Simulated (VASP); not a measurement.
Runs of VASP 6.6.1 on Ba. It takes space group Im-3m (No. 229, cubic). Conventional cell: a = 5.025 Å, b = 5.025 Å, c = 5.025 Å, α = 90.00°, β = 90.00°, γ = 90.00°. Ba (site symmetry m-3m) has 8 Ba at 4.35 Å as nearest neighbours. 

```tsv
task	level	potentials or basis	cell	k mesh	cutoff (eV)	mesh quality	gap on the mesh (eV)	pressure (GPa)	relaxed volume (Å³/atom)
relaxation of cell and atoms	PBEsol	VASP PAW PBE potentials, release 64 (Ba_sv)	relaxed	12 × 12 × 12	580	not flagged	none	0.0	(c)
relaxation of cell and atoms	RPBE	VASP PAW PBE potentials, release 64 (Ba_sv)	relaxed	12 × 12 × 12	600	not flagged	none	0.0	(b)
relaxation of cell and atoms	PBEsol	VASP PAW PBE potentials, release 64 (Ba_sv)	relaxed	4 × 4 × 4	600	coarse	none	0.0	60.30
single point	PBEsol	VASP PAW PBE potentials, release 64 (Ba_sv)	as given	12 × 12 × 12	520	not flagged	none	-0.7	-
relaxation of cell and atoms	PBEsol	VASP PAW PBE potentials, release 64 (Ba_sv)	relaxed	12 × 12 × 12	300	not flagged	none	0.0	58.42
relaxation of cell and atoms	PBEsol	VASP PAW PBE potentials, release 64 (Ba_sv)	relaxed	12 × 12 × 12	480	not flagged	none	0.0	(a)
relaxation of cell and atoms	PBEsol	VASP PAW PBE potentials, release 64 (Ba_sv)	relaxed	12 × 12 × 12	600	not flagged	none	0.0	58.58
relaxation of cell and atoms	LDA	VASP PAW LDA potentials, release 64 (Ba_sv)	relaxed	12 × 12 × 12	600	not flagged	none	0.0	54.09
```

Alike in all rows: no spin polarisation; smearing gaussian 0.1 eV.

Question: Fill in the values left out.

Answer: (a) 58.44; (b) 68.79; (c) 58.53.

Caveats: some runs use coarse meshes; the PAW data sets were made with another functional, which shifts forces and pressure a little (some runs); the volume moved by -15 % from the deposited cell, more than functionals usually miss (some runs).

A k mesh can miss the band edges, and the runs leave out spin-orbit coupling on Ba.

A gap of «none» marks a metal or a gap under the smearing width.

Runs at the PBE level aren't shown here.
